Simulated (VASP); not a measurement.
Here is the system:

```
AuCu
1.0
    2.89488     0.00000     0.00000
    0.00000     2.89488     0.00000
    0.00000     0.00000     3.60631
Cu Au
1 1
Direct
  0.00000   0.00000   0.00000
  0.50000   0.50000   0.50000
```

These are rev-vdW-DF2, VASP's PBE PAW potentials (set 64) (plane waves; VASP) values and carry that method's errors. Run with 520 eV cut-off, 13×13×10 Γ-centred mesh, first-order Methfessel-Paxton smearing of 0.10 eV, potentials Cu Au.

Problem. Give the stress tensor in GPa (positive for a compressed cell).

Solution. 
```
-4.03   0.00   0.00
 0.00  -4.03   0.00
 0.00   0.00  -4.00
```
The pressure is its mean diagonal, -4.02 GPa.

The compound is CuAu in the L1_0 structure. This cell is one point of a volume scan, at 1.03 of the reference volume.
